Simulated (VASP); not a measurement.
Level of theory: PBEsol GGA, VASP's PBE PAW potentials (set 64) (plane waves; VASP).

Input for VASP

### INCAR
```
# general
SYSTEM  = PdP
PREC    = Accurate
ENCUT   = 400   # plane-wave cut-off (eV)
LREAL   = .False.   # projection in real space or not
LASPH   = .True.   # aspherical one-centre terms

# electronic loop
EDIFF   = 1E-6
NELM    = 100
ALGO    = Normal   # blocked Davidson
LMAXMIX = 4

# smearing
ISMEAR  = 1
SIGMA   = 0.1   # width (eV)

# functional
GGA     = PS   # PBEsol

# ions
IBRION  = 2
NSW     = 60   # most ionic steps
ISIF    = 3   # ions, shape and volume
EDIFFG  = -0.01   # ionic stop

# output
LWAVE   = .False.
LCHARG  = .False.
```

KPOINTS:
```
Automatic mesh
0
Gamma
10 10 10
0 0 0
```

**POSCAR**
```
PdP
1
    3.1980000000     0.0000000000     0.0000000000
    0.0000000000     3.1980000000     0.0000000000
    0.0000000000     0.0000000000     3.1980000000
Pd P
1 1
Direct
  0.0000000000   0.0000000000   0.0000000000
  0.5000000000   0.5000000000   0.5000000000
```

POTCAR, in this order: Pd P (PBE.64 set). Program: vasp_std.

Output of the run:

OUTCAR:
```
 ion  position               nearest neighbor table
   1  0.000  0.000  0.000-   2 2.77   2 2.77   2 2.77   2 2.77   2 2.77   2 2.77   2 2.77   2 2.77
  LATTYP: Found a simple cubic cell.
 ALAT       =     3.1980000000
 Subroutine PRICEL returns:
 Original cell was already a primitive cell.
 Subroutine GETGRP returns: Found 48 space group operations
The static configuration has the point symmetry O_h .
The dynamic configuration has the point symmetry O_h .
 Subroutine INISYM returns: Found 48 space group operations
 Subroutine IBZKPT returns following result:
 Found     56 irreducible k-points:

 Following reciprocal coordinates:
            Coordinates               Weight
  0.000000  0.000000  0.000000      1.000000
  0.100000  0.000000  0.000000      6.000000
  0.200000  0.000000  0.000000      6.000000
  0.300000  0.000000  0.000000      6.000000
  0.400000  0.000000  0.000000      6.000000
  0.500000  0.000000  0.000000      3.000000
  0.100000  0.100000  0.000000     12.000000
  0.200000  0.100000  0.000000     24.000000
  0.300000  0.100000  0.000000     24.000000
  0.400000  0.100000  0.000000     24.000000
  0.500000  0.100000  0.000000     12.000000
  0.200000  0.200000  0.000000     12.000000
  0.300000  0.200000  0.000000     24.000000
  0.400000  0.200000  0.000000     24.000000
  0.500000  0.200000  0.000000     12.000000
  0.300000  0.300000  0.000000     12.000000
  0.400000  0.300000  0.000000     24.000000
  0.500000  0.300000  0.000000     12.000000
  0.400000  0.400000  0.000000     12.000000
  0.500000  0.400000  0.000000     12.000000
  0.500000  0.500000  0.000000      3.000000
  0.100000  0.100000  0.100000      8.000000
  0.200000  0.100000  0.100000     24.000000
  0.300000  0.100000  0.100000     24.000000
  0.400000  0.100000  0.100000     24.000000
...
```

### OSZICAR
```
       N       E                     dE             d eps       ncg     rms          rms(c)
DAV:   1     0.509135722415E+02    0.50914E+02   -0.56279E+03  1243   0.936E+02
DAV:   2    -0.102816140803E+02   -0.61195E+02   -0.56713E+02  1348   0.202E+02
DAV:   3    -0.120260663275E+02   -0.17445E+01   -0.17195E+01  1444   0.348E+01
DAV:   4    -0.120429482560E+02   -0.16882E-01   -0.16863E-01  1426   0.395E+00
DAV:   5    -0.120432099212E+02   -0.26167E-03   -0.26165E-03  1436   0.467E-01    0.748E+00
DAV:   6    -0.118761119536E+02    0.16710E+00   -0.26941E+00  1329   0.173E+01    0.477E+00
DAV:   7    -0.117495172960E+02    0.12659E+00   -0.49234E-01  1300   0.815E+00    0.261E+00
DAV:   8    -0.117405737336E+02    0.89436E-02   -0.61639E-02  1308   0.177E+00    0.402E-01
DAV:   9    -0.117398154187E+02    0.75831E-03   -0.11705E-03  1423   0.336E-01    0.309E-01
DAV:  10    -0.117391530821E+02    0.66234E-03   -0.13006E-03  1265   0.242E-01    0.113E-01
DAV:  11    -0.117391146292E+02    0.38453E-04   -0.16593E-04  1397   0.101E-01    0.185E-02
DAV:  12    -0.117391156533E+02   -0.10241E-05   -0.50904E-06  1335   0.205E-02    0.999E-03
DAV:  13    -0.117391155721E+02    0.81263E-07   -0.24808E-07   691   0.463E-03
   1 F= -.11739116E+02 E0= -.11739220E+02  d E =-.117391E+02
       N       E                     dE             d eps       ncg     rms          rms(c)
DAV:   1    -0.244499060686E+02   -0.12711E+02   -0.19199E+02  1300   0.165E+02    0.370E+01
DAV:   2    -0.146309677276E+02    0.98189E+01   -0.87567E+01  1235   0.999E+01    0.968E+00
DAV:   3    -0.119817931058E+02    0.26492E+01   -0.85243E+00  1259   0.398E+01    0.461E+00
DAV:   4    -0.117305457652E+02    0.25125E+00   -0.10936E+00  1322   0.767E+00    0.231E+00
DAV:   5    -0.116993374011E+02    0.31208E-01   -0.12789E-01  1436   0.412E+00    0.123E+00
DAV:   6    -0.116997954557E+02   -0.45805E-03   -0.30337E-02  1316   0.142E+00    0.299E-01
DAV:   7    -0.117003620488E+02   -0.56659E-03   -0.18747E-03  1354   0.458E-01    0.827E-02
DAV:   8    -0.117003929408E+02   -0.30892E-04   -0.23462E-04  1358   0.171E-01    0.231E-02
DAV:   9    -0.117003925024E+02    0.43839E-06   -0.11661E-05  1368   0.295E-02    0.325E-03
DAV:  10    -0.117003924130E+02    0.89380E-07   -0.12963E-07   691   0.389E-03
   2 F= -.11700392E+02 E0= -.11700351E+02  d E =0.387232E-01
       N       E                     dE             d eps       ncg     rms          rms(c)
DAV:   1    -0.149532043053E+02   -0.32528E+01   -0.48117E+01  1274   0.852E+01    0.119E+01
DAV:   2    -0.124652743531E+02    0.24879E+01   -0.15687E+01  1258   0.517E+01    0.811E+00
DAV:   3    -0.120974442147E+02    0.36783E+00   -0.14592E+00  1268   0.138E+01    0.463E+00
DAV:   4    -0.120385985702E+02    0.58846E-01   -0.22999E-01  1339   0.502E+00    0.173E+00
DAV:   5    -0.120352608130E+02    0.33378E-02   -0.17002E-02  1330   0.138E+00    0.679E-01
DAV:   6    -0.120353724455E+02   -0.11163E-03   -0.11789E-03  1355   0.300E-01    0.516E-02
DAV:   7    -0.120353869129E+02   -0.14467E-04   -0.59487E-05  1417   0.721E-02    0.199E-02
DAV:   8    -0.120353862468E+02    0.66606E-06   -0.40479E-06  1110   0.216E-02
   3 F= -.12035386E+02 E0= -.12035542E+02  d E =-.296271E+00
       N       E                     dE             d eps       ncg     rms          rms(c)
DAV:   1    -0.120369101158E+02   -0.15232E-02   -0.21261E-02  1294   0.177E+00    0.261E-01
DAV:   2    -0.120358808229E+02    0.10293E-02   -0.96151E-03  1275   0.117E+00    0.139E-01
DAV:   3    -0.120355692344E+02    0.31159E-03   -0.10791E-03  1253   0.396E-01    0.520E-02
DAV:   4    -0.120355451176E+02    0.24117E-04   -0.14804E-04  1291   0.915E-02    0.133E-02
DAV:   5    -0.120355448394E+02    0.27815E-06   -0.33202E-06  1322   0.164E-02
   4 F= -.12035545E+02 E0= -.12035707E+02  d E =-.296429E+00
```

OUTCAR:
```
------------------------ aborting loop because EDIFF is reached ----------------------------------------
  FORCE on cell =-STRESS in cart. coord.  units (eV):
  Direction    XX          YY          ZZ          XY          YZ          ZX
  --------------------------------------------------------------------------------------
  Total       -0.0060013     -0.0060013     -0.0060013     -0.0000000     -0.0000000      0.0000000
  in kB       -0.3404986     -0.3404986     -0.3404986     -0.0000000     -0.0000000      0.0000000
  external PRESSURE =      -0.3404986 kB  Pullay stress =       0.0000000 kB
  volume of cell :       28.24
      direct lattice vectors                 reciprocal lattice vectors
     3.045184162 -0.000000000 -0.000000000     0.328387364  0.000000000 -0.000000000
    -0.000000000  3.045184162 -0.000000000     0.000000000  0.328387364  0.000000000
     0.000000000 -0.000000000  3.045184162     0.000000000  0.000000000  0.328387364
 POSITION                                       TOTAL-FORCE (eV/Angst)
 -----------------------------------------------------------------------------------
      0.00000      0.00000      0.00000         0.000000     -0.000000     -0.000000
      1.52259      1.52259      1.52259        -0.000000      0.000000      0.000000
 -----------------------------------------------------------------------------------
    total drift:                                0.000000      0.000000      0.000000
  FREE ENERGIE OF THE ION-ELECTRON SYSTEM (eV)
  ---------------------------------------------------
  free  energy   TOTEN  =       -12.0355448394 eV

  energy  without entropy=      -12.0360314315  energy(sigma->0) =      -12.03570704

 reached required accuracy - stopping structural energy minimisation
```
(Selected blocks of OUTCAR.)

### CONTCAR
```
PdP
   1.00000000000000
     3.0451841619779927   -0.0000000000000000   -0.0000000000000000
    -0.0000000000000000    3.0451841619779927   -0.0000000000000000
     0.0000000000000000   -0.0000000000000000    3.0451841619779927
  Pd              P
     1     1
Direct
     0.0000000000000000    0.0000000000000000    0.0000000000000000
     0.5000000000000000    0.5000000000000000    0.5000000000000000
```

OUTCAR:
```
 val. band max:       10.5303046309   @ k =   0.4000   0.2000   0.2000

 cond. band min:      10.6193295382   @ k =   0.4000   0.4000   0.3000


 Fermi energy:        10.6106808836

 k-point     1 :       0.0000    0.0000    0.0000
  band No.  band energies     occupation
      1      -3.3423      2.00000
      2       5.7110      2.00000
      3       5.7110      2.00000
      4       8.0931      2.00000
      5       8.0931      2.00000
      6       8.0931      2.00000
      7      10.8145     -0.01409
      8      10.8145     -0.01409
      9      10.8145     -0.01409
     10      16.0642      0.00000
     11      18.5700      0.00000

 k-point     2 :       0.1000    0.0000    0.0000
  band No.  band energies     occupation
      1      -3.1941      2.00000
      2       5.6626      2.00000
      3       5.7600      2.00000
      4       7.8299      2.00000
      5       7.8299      2.00000
      6       8.1094      2.00000
      7      10.1289      2.00000
      8      11.2002     -0.00000
      9      11.2002     -0.00000
     10      16.5835      0.00000
     11      18.3829      0.00000

 k-point     3 :       0.2000    0.0000    0.0000
  band No.  band energies     occupation
      1      -2.7620      2.00000
      2       5.2778      2.00000
      3       5.8927      2.00000
      4       7.3176      2.00000
      5       7.3176      2.00000
      6       8.1526      2.00000
      7       9.1822      2.00000
      8      12.0787     -0.00000
      9      12.0787     -0.00000
     10      17.1625      0.00000
     11      17.8997      0.00000

 k-point     4 :       0.3000    0.0000    0.0000
  band No.  band energies     occupation
      1      -2.0928      2.00000
      2       4.2603      2.00000
      3       6.0663      2.00000
      4       6.8485      2.00000
      5       6.8485      2.00000
      6       8.2068      2.00000
      7       8.9852      2.00000
      8      13.1371      0.00000
      9      13.1371      0.00000
...
```

Energy and stress use the plane-wave basis of the starting cell.

The structure was generated: PdP was put into the CsCl type type (Pm-3m), which need not be its known phase. This run relaxes it. Symmetry was kept, so distortions that lower it aren't found. The electron count is odd and the run is not spin-polarised, which forces a metal.
